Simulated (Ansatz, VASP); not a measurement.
# SnO2: VASP beside Ansatz, part 2 of 2

Aim: how closely do two programs agree when they are given the same cell, functional and k mesh? The structure shown is frame 83 of Ansatz's trajectory.

VASP 6.6.1 and Ansatz 0.2.0.

So far: Set-up; Ansatz: dynamics, PBE.

### Step 3. VASP: single point, PBE

Level of this step: PBE; plane waves and PAW (Sn_d, O) (VASP).

The same cell, functional and mesh now go to VASP, with its own data sets.

Lines of VASP's logs that name or quote its potential files are left out, and so is its time.

File INCAR:

```
SYSTEM = SnO2
PREC = Accurate
ENCUT = 520
EDIFF = 1E-06
NELM = 120
ISMEAR = 0
SIGMA = 0.01
LREAL = Auto
ALGO = Normal
GGA = PE
NBANDS = 368
LORBIT = 11
LWAVE = .FALSE.
LCHARG = .FALSE.
ISIF = 2
LASPH = .TRUE.
GGA_COMPAT = .FALSE.
EFERMI = MIDGAP
NCORE = 2
```

File POSCAR:

```
SnO2
1.0
    9.8508900000      0.0000000000      0.0000000000
    0.0000000000      9.8508900000      0.0000000000
    0.0000000000      0.0000000000      9.8508900000
Sn O
24 48
Direct
    0.7208079676      0.6762637691      0.3290058056
    0.0441279925      0.2275022866      0.4298900911
    0.5009293577      0.1820343137      0.0904892857
    0.7746305156      0.4728912819      0.5746282823
    0.2403640686      0.6943941106      0.3763619328
    0.4903008764      0.7265942468      0.5897538192
    0.9925194576      0.2078492400      0.9491122122
    0.2111382829      0.4763325953      0.7598196711
    0.2059813885      0.0218660446      0.1870896944
    0.5762931065      0.0081728656      0.4692976980
    0.8263009738      0.0252769039      0.2270150210
    0.9837892820      0.7335885387      0.1210550519
    0.8338738936      0.5329061638      0.9407170317
    0.0022140132      0.6876231488      0.6567832957
    0.2611743710      0.8159770335      0.8856661682
    0.3678550872      0.2801371247      0.4418179474
    0.4926762963      0.8699010952      0.1246993926
    0.1886123995      0.9859210691      0.6138633159
    0.4637855057      0.5414637662      0.0576597648
    0.1297649248      0.4214136997      0.1699034300
    0.7826602469      0.9254798297      0.8688148990
    0.8167992943      0.1425657986      0.6225325834
    0.5256682391      0.3746666545      0.7776454716
    0.7427856772      0.3735601555      0.2157165495
    0.8812198695      0.5400425748      0.7448971616
    0.6006462360      0.9706026562      0.2680366952
    0.3656826947      0.0148006931      0.0375702094
    0.3684946233      0.3564449507      0.6343081691
    0.6238827152      0.9503709817      0.9851495652
    0.3744128703      0.1596403980      0.2556215733
    0.8491618524      0.7385018003      0.9599843263
    0.7061189395      0.1851913888      0.1506767409
    0.3589421869      0.4496954082      0.8944166466
    0.9006698887      0.8577194548      0.7107987197
    0.6250805765      0.4899354272      0.9275608600
    0.4050192419      0.9154299764      0.5688927599
    0.5509654458      0.2072807635      0.4556136552
    0.0832310583      0.3227424121      0.8072367065
    0.8457408417      0.3405174558      0.9959293018
    0.8439135956      0.8256715891      0.2537029649
    0.5361241472      0.3813462540      0.1548591041
    0.6549458983      0.0199992082      0.6717565621
    0.3879141885      0.7041901798      0.7649258087
    0.0399557806      0.0697195888      0.2967041557
    0.1325971562      0.8682362710      0.0590505020
    0.8699823062      0.6344502882      0.4816417603
    0.3963499745      0.6035292243      0.4481727032
    0.4957217064      0.2197770963      0.8943455870
    0.1230447198      0.8138452465      0.5192322724
    0.2468710949      0.1201515802      0.4786268043
    0.1478140554      0.2225788736      0.0842360436
    0.7067990811      0.3171490089      0.6935820012
    0.8988629454      0.0122120945      0.0368697651
    0.1253287774      0.6733097213      0.8238240403
    0.3115556056      0.8558719060      0.2704831746
    0.7815435966      0.0807236707      0.4223070200
    0.8630692252      0.1057366390      0.8229307200
    0.2095648210      0.9927529391      0.8083939624
    0.9650904639      0.3368832664      0.2668997421
    0.1394797830      0.5406618082      0.5787294346
    0.2978512601      0.5208361884      0.1734665599
    0.0217746823      0.5434737369      0.0266067330
    0.6763145259      0.4608517606      0.3937410731
    0.5975500691      0.5657965930      0.6589049314
    0.0789776355      0.6322372902      0.2808883258
    0.5693089660      0.6865572552      0.1839935275
    0.0029235937      0.0692932314      0.5785467100
    0.7947403737      0.5539397963      0.1644622973
    0.6325113771      0.7958671755      0.4579484696
    0.9140189364      0.3109160695      0.5490671401
    0.3702711126      0.7344514049      0.0368190082
    0.1947235224      0.3656116351      0.3731439494
```

File KPOINTS:

```
Automatic mesh
0
Gamma
1 1 1
0 0 0
```

PAW data sets: Sn_d and O (PBE family, release 64).

Launch:

```bash
$ mpirun -np 8 vasp_gam
```

Numbers of over 12 decimals in the logs are rounded to 6 here.

Log:

```text
[banner, memory and clock lines left out]
running    8 mpi-ranks, on    1 nodes
[...]
LDA part: xc-table for (Slater+PW92), standard interpolation
 POSCAR, INCAR and KPOINTS ok, starting setup
[...]
entering main loop
       N       E                     dE             d eps       ncg     rms          rms(c)
DAV:   1     0.174643417056E+05    0.17464E+05   -0.24425E+05   752   0.302E+03
DAV:   2     0.402691770663E+04   -0.13437E+05   -0.12876E+05   744   0.952E+02
DAV:   3     0.109811584355E+03   -0.39171E+04   -0.36688E+04   776   0.376E+02
DAV:   4    -0.473103430593E+03   -0.58292E+03   -0.56594E+03   848   0.154E+02
[...]
DAV:  16    -0.426027135188E+03   -0.56513E-05   -0.33218E-05   984   0.232E-02    0.868E-03
DAV:  17    -0.426027136840E+03   -0.16525E-05   -0.11872E-05   784   0.123E-02    0.400E-03
DAV:  18    -0.426027137045E+03   -0.20530E-06   -0.25874E-06   536   0.582E-03
   1 F= -.42602714E+03 E0= -.42602714E+03  d E =0.000000E+00
```

OUTCAR, selected parts (step 3):

```text
 POSITION                                       TOTAL-FORCE (eV/Angst)
 -----------------------------------------------------------------------------------
      7.10060      6.66180      3.24100         0.735770     -1.533930     -0.551375
      0.43470      2.24110      4.23480         1.720423     -0.614422     -0.557893
      4.93460      1.79320      0.89140        -0.088382      0.160344     -0.741738
      7.63080      4.65840      5.66060        -0.222684      0.242822      0.844494
      2.36780      6.84040      3.70750        -0.808465      0.162823      0.360389
      4.82990      7.15760      5.80960        -0.909355     -1.669734      0.989720
      9.77720      2.04750      9.34960        -0.793558     -0.474329     -0.936040
      2.07990      4.69230      7.48490        -0.238590     -0.461240     -0.919654
      2.02910      0.21540      1.84300         1.618960      0.893022     -0.336609
      5.67700      0.08051      4.62300         0.082115     -0.403654      0.809843
      8.13980      0.24900      2.23630        -0.980426      0.931095      0.495980
      9.69120      7.22650      1.19250         0.766426     -0.143090     -0.116917
      8.21440      5.24960      9.26690        -1.486518     -0.400123     -0.431965
      0.02181      6.77370      6.46990        -0.609652      0.751150     -1.811051
[...]
-----------------------------------------------------------------------------------
    total drift:                               -0.008288      0.019148     -0.036055

  FREE ENERGIE OF THE ION-ELECTRON SYSTEM (eV)
  ---------------------------------------------------
  free  energy   TOTEN  =      -426.0271370454 eV

  energy  without entropy=     -426.0271370454  energy(sigma->0) =     -426.02713705
```

The run ends at a pressure of 4.41 GPa, with forces up to 2.2 eV/Å.

### Step 4. Side by side

Known differences besides the potentials themselves: fixed occupations in Ansatz, narrow Gaussian smearing in VASP; the cutoff is 420 eV in Ansatz and 520 eV in VASP (PREC = Accurate, projectors in real space). Total energies have different zeros and are not compared.

Forces on 10 of the 72 atoms, those with the largest forces and the largest differences (eV/Å; atoms numbered as in POSCAR):

```
atom         Ansatz x, y, z           VASP x, y, z
 Sn2  1.700, -0.594, -0.592  1.720, -0.614, -0.558
 Sn6  -0.916, -1.674, 0.989  -0.909, -1.670, 0.990
Sn14  -0.596, 0.751, -1.781  -0.610, 0.751, -1.811
 O37    0.126, 0.494, 0.358    0.187, 0.532, 0.359
 O42  0.422, -0.208, -0.671  0.388, -0.255, -0.623
 O57   0.518, 1.573, -1.129   0.528, 1.584, -1.127
 O60   -0.586, 0.521, 0.940   -0.576, 0.524, 0.860
 O62    1.613, 0.196, 0.995    1.647, 0.172, 0.985
 O68   0.648, 2.026, -0.143   0.676, 2.082, -0.160
 O69   -0.764, 0.850, 1.671   -0.768, 0.885, 1.690
```

The forces differ by 23 meV/Å r.m.s., which is 3.2 % of the r.m.s. force of 0.709 eV/Å (both taken over all components).

### Step 5. What came out

* r.m.s. force difference (single point, PBE): 3.2 % of the r.m.s. force

What this shows: The r.m.s. force difference is 3.2 % of the r.m.s. force (single point, PBE), beyond the 3 % picked in this series as the mark of a large difference. What causes the difference of the single point, PBE pair stays open here. 2 further runs of this series are not shown here. Such differences can come from data sets, numerical settings and the points named under the comparisons, not from the functional's error against experiment.

[Lines on the potential files, build, host, timing and source positions are cut from VASP's logs without a mark.]

[Logs are printed without paths, hosts, clocks, repeated set-up lines and the standing remarks that a program may print on its own settings, such as how far it seeks lower states.]

[Hosts, paths, dates, database ids (printed as entryN), source tags and the programs' standing remarks are cut or masked in the printed files.]
